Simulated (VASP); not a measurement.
Output of a VASP run:

File OUTCAR:
```
 ion  position               nearest neighbor table
   1  0.333  0.667  0.250-   2 2.71   2 2.71   2 2.71   2 2.71   2 2.71   2 2.71
   2  0.667  0.333  0.750-   1 2.71   1 2.71   1 2.71   1 2.71   1 2.71   1 2.71
  LATTYP: Found a hexagonal cell.
 ALAT       =     2.7400003409
 C/A-ratio  =     1.6021895817
 Subroutine PRICEL returns:
 Original cell was already a primitive cell.
 Subroutine GETGRP returns: Found 24 space group operations
The static configuration has the point symmetry D_3d.
 The point group associated with its full space group is D_6h.
The dynamic configuration has the point symmetry D_3d.
 Subroutine INISYM returns: Found 24 space group operations
 Subroutine IBZKPT returns following result:
 Found    120 irreducible k-points:

 Following reciprocal coordinates:
            Coordinates               Weight
  0.000000  0.000000  0.000000      1.000000
  0.071429  0.000000  0.000000      6.000000
  0.142857  0.000000  0.000000      6.000000
  0.214286 -0.000000  0.000000      6.000000
  0.285714 -0.000000  0.000000      6.000000
  0.357143 -0.000000  0.000000      6.000000
  0.428571 -0.000000  0.000000      6.000000
  0.500000  0.000000  0.000000      3.000000
  0.071429  0.071429  0.000000      6.000000
  0.142857  0.071429  0.000000     12.000000
  0.214286  0.071429  0.000000     12.000000
  0.285714  0.071429  0.000000     12.000000
  0.357143  0.071429  0.000000     12.000000
  0.428571  0.071429  0.000000     12.000000
  0.142857  0.142857  0.000000      6.000000
  0.214286  0.142857  0.000000     12.000000
  0.285714  0.142857  0.000000     12.000000
  0.357143  0.142857  0.000000     12.000000
  0.428571  0.142857  0.000000      6.000000
  0.214286  0.214286  0.000000      6.000000
  0.285714  0.214286  0.000000     12.000000
  0.357143  0.214286  0.000000     12.000000
  0.285714  0.285714  0.000000      6.000000
  0.357143  0.285714  0.000000      6.000000
  0.000000  0.000000  0.125000      2.000000
  0.071429  0.000000  0.125000     12.000000
  0.142857  0.000000  0.125000     12.000000
  0.214286 -0.000000  0.125000     12.000000
  0.285714 -0.000000  0.125000     12.000000
  0.357143 -0.000000  0.125000     12.000000
  0.428571 -0.000000  0.125000     12.000000
  0.500000  0.000000  0.125000      6.000000
  0.071429  0.071429  0.125000     12.000000
  0.142857  0.071429  0.125000     24.000000
  0.214286  0.071429  0.125000     24.000000
  0.285714  0.071429  0.125000     24.000000
  0.357143  0.071429  0.125000     24.000000
  0.428571  0.071429  0.125000     24.000000
  0.142857  0.142857  0.125000     12.000000
  0.214286  0.142857  0.125000     24.000000
   k-points           NKPTS =    120   k-points in BZ     NKDIM =    120   number of bands    NBANDS=     17
   number of dos      NEDOS =    301   number of ions     NIONS =      2
   total plane-waves  NPLWV =  14400
   dimension x,y,z NGX =    20 NGY =   20 NGZ =   36
   dimension x,y,z NGXF=    40 NGYF=   40 NGZF=   72
   ions per type =               2
   PREC   = accura    normal or accurate (medium, high low for compatibility)
   ISTART =      0    job   : 0-new  1-cont  2-samecut
   ICHARG =      2    charge: 1-file 2-atom 10-const
   ISPIN  =      1    spin polarized calculation?
   LNONCOLLINEAR =      F non collinear calculations
   LSORBIT =      F    spin-orbit coupling
   INIWAV =      1    electr: 0-lowe 1-rand  2-diag
   ENCUT  =  520.0 eV  38.22 Ry    6.18 a.u.   5.09  5.09  8.16*2*pi/ulx,y,z
   NELM   =    100;   NELMIN=  2; NELMDL= -5     # of ELM steps
   EDIFF  = 0.1E-05   stopping-criterion for ELM
   LREAL  =      F    real-space projection
   NLSPLINE    = F    spline interpolate recip. space projectors
   LMAXMIX     =    4 max onsite mixed and CHGCAR
   VOSKOWN=      0    Vosko Wilk Nusair interpolation
   EDIFFG = -.1E-01   stopping-criterion for IOM
   NSW    =     60    number of steps for IOM
...
```

**OSZICAR**
```
       N       E                     dE             d eps       ncg     rms          rms(c)
DAV:   1     0.313051778417E+03    0.31305E+03   -0.16947E+04  4104   0.162E+03
DAV:   2    -0.129234269620E+02   -0.32598E+03   -0.32280E+03  4445   0.455E+02
DAV:   3    -0.210011316269E+02   -0.80777E+01   -0.78599E+01  4930   0.820E+01
DAV:   4    -0.210883897835E+02   -0.87258E-01   -0.86083E-01  4439   0.807E+00
DAV:   5    -0.210891803491E+02   -0.79057E-03   -0.79048E-03  4572   0.739E-01    0.233E+01
DAV:   6    -0.198695411087E+02    0.12196E+01   -0.29528E+00  4326   0.172E+01    0.736E+00
DAV:   7    -0.197247626608E+02    0.14478E+00   -0.58636E-01  4653   0.698E+00    0.864E-01
DAV:   8    -0.197166822707E+02    0.80804E-02   -0.11015E-02  4189   0.115E+00    0.280E-01
DAV:   9    -0.197167128011E+02   -0.30530E-04   -0.52215E-04  4762   0.213E-01    0.217E-02
DAV:  10    -0.197167053728E+02    0.74283E-05   -0.12283E-05  4292   0.329E-02    0.754E-03
DAV:  11    -0.197167046589E+02    0.71392E-06   -0.60036E-07  2150   0.928E-03
   1 F= -.19716705E+02 E0= -.19716316E+02  d E =-.197167E+02
       N       E                     dE             d eps       ncg     rms          rms(c)
DAV:   1    -0.214943809463E+02   -0.17777E+01   -0.53579E+01  4294   0.905E+01    0.126E+01
DAV:   2    -0.196762414952E+02    0.18181E+01   -0.56825E+00  4315   0.236E+01    0.199E+00
DAV:   3    -0.196243346987E+02    0.51907E-01   -0.56300E-01  4496   0.685E+00    0.159E+00
DAV:   4    -0.196554629702E+02   -0.31128E-01   -0.40458E-02  4122   0.149E+00    0.696E-01
DAV:   5    -0.196539959403E+02    0.14670E-02   -0.58663E-03  4558   0.700E-01    0.876E-02
DAV:   6    -0.196542596317E+02   -0.26369E-03   -0.21389E-04  4475   0.123E-01    0.889E-03
DAV:   7    -0.196542594373E+02    0.19436E-06   -0.29292E-06  4029   0.114E-02
   2 F= -.19654259E+02 E0= -.19653819E+02  d E =0.624452E-01
       N       E                     dE             d eps       ncg     rms          rms(c)
DAV:   1    -0.207211271319E+02   -0.10669E+01   -0.27545E+01  4192   0.613E+01    0.110E+01
DAV:   2    -0.197483528554E+02    0.97277E+00   -0.28668E+00  4212   0.176E+01    0.157E+00
DAV:   3    -0.197079276244E+02    0.40425E-01   -0.31943E-01  4506   0.528E+00    0.169E+00
DAV:   4    -0.197241687099E+02   -0.16241E-01   -0.11628E-02  4182   0.877E-01    0.204E-01
DAV:   5    -0.197257338732E+02   -0.15652E-02   -0.41735E-03  4601   0.582E-01    0.472E-02
DAV:   6    -0.197257626863E+02   -0.28813E-04   -0.16175E-04  4233   0.120E-01    0.212E-02
DAV:   7    -0.197257613418E+02    0.13445E-05   -0.23417E-06  3210   0.141E-02    0.599E-04
DAV:   8    -0.197257615357E+02   -0.19388E-06   -0.11495E-07  2056   0.326E-03
   3 F= -.19725762E+02 E0= -.19725340E+02  d E =-.905688E-02
       N       E                     dE             d eps       ncg     rms          rms(c)
DAV:   1    -0.197258160190E+02   -0.54677E-04   -0.14207E-03  4227   0.454E-01    0.747E-02
DAV:   2    -0.197257655733E+02    0.50446E-04   -0.14612E-04  4246   0.124E-01    0.107E-02
DAV:   3    -0.197257643233E+02    0.12501E-05   -0.15393E-05  4462   0.367E-02    0.105E-02
DAV:   4    -0.197257664958E+02   -0.21725E-05   -0.64781E-07  2313   0.669E-03    0.766E-04
DAV:   5    -0.197257666627E+02   -0.16695E-06   -0.17531E-07  2044   0.378E-03
   4 F= -.19725767E+02 E0= -.19725346E+02  d E =-.906200E-02
```

OUTCAR:
```
------------------------ aborting loop because EDIFF is reached ----------------------------------------
  FORCE on cell =-STRESS in cart. coord.  units (eV):
  Direction    XX          YY          ZZ          XY          YZ          ZX
  --------------------------------------------------------------------------------------
  Total        0.0004012      0.0004012     -0.0086395      0.0000000      0.0000000      0.0000000
  in kB        0.0221096      0.0221096     -0.4761124      0.0000000      0.0000000      0.0000000
  external PRESSURE =      -0.1439644 kB  Pullay stress =       0.0000000 kB
  volume of cell :       29.07
      direct lattice vectors                 reciprocal lattice vectors
     1.378441415 -2.387530966 -0.000000000     0.362728510 -0.209421368  0.000000000
     1.378441415  2.387530966 -0.000000000     0.362728510  0.209421368  0.000000000
    -0.000000000  0.000000000  4.416945124     0.000000000  0.000000000  0.226400820
 POSITION                                       TOTAL-FORCE (eV/Angst)
 -----------------------------------------------------------------------------------
      1.37844      0.79585      1.10424         0.000000      0.000000      0.000000
      1.37844     -0.79585      3.31271        -0.000000     -0.000000      0.000000
 -----------------------------------------------------------------------------------
    total drift:                               -0.000028      0.000625     -0.000043
  FREE ENERGIE OF THE ION-ELECTRON SYSTEM (eV)
  ---------------------------------------------------
  free  energy   TOTEN  =       -19.7257666627 eV

  energy  without entropy=      -19.7245041643  energy(sigma->0) =      -19.72534583

 reached required accuracy - stopping structural energy minimisation
```
(Selected blocks of OUTCAR.)

File POSCAR:
```
Tc
1
    1.3700000000    -2.3729100000     0.0000000000
    1.3700000000     2.3729100000     0.0000000000
    0.0000000000     0.0000000000     4.3900000000
Tc
2
Direct
  0.3333330000   0.6666670000   0.2500000000
  0.6666670000   0.3333330000   0.7500000000
```

Question: Write an INCAR and KPOINTS that could have produced this output.

Answer: Several could match; the one computed here: the input of the run itself, revPBE GGA, plane waves, VASP's PBE PAW potentials (set 64).

INCAR:
```
ALGO = Normal
EDIFF = 1E-6
EDIFFG = -0.01
ENCUT = 520
GGA = RE
IBRION = 2
ISIF = 3
ISMEAR = 1
LASPH = T
LCHARG = F
LMAXMIX = 4
LREAL = F
LWAVE = F
NELM = 100
NSW = 60
PREC = Accurate
SIGMA = 0.1
SYSTEM = Tc
```

File KPOINTS:
```
Automatic
0
G
  14 14 8
0 0 0
```

POTCAR, in this order: Tc_pv (PBE.64 set). Program: vasp_std.

The compound is Tc in the hcp structure. This run relaxes it. Symmetry was kept, so distortions that lower it aren't found.
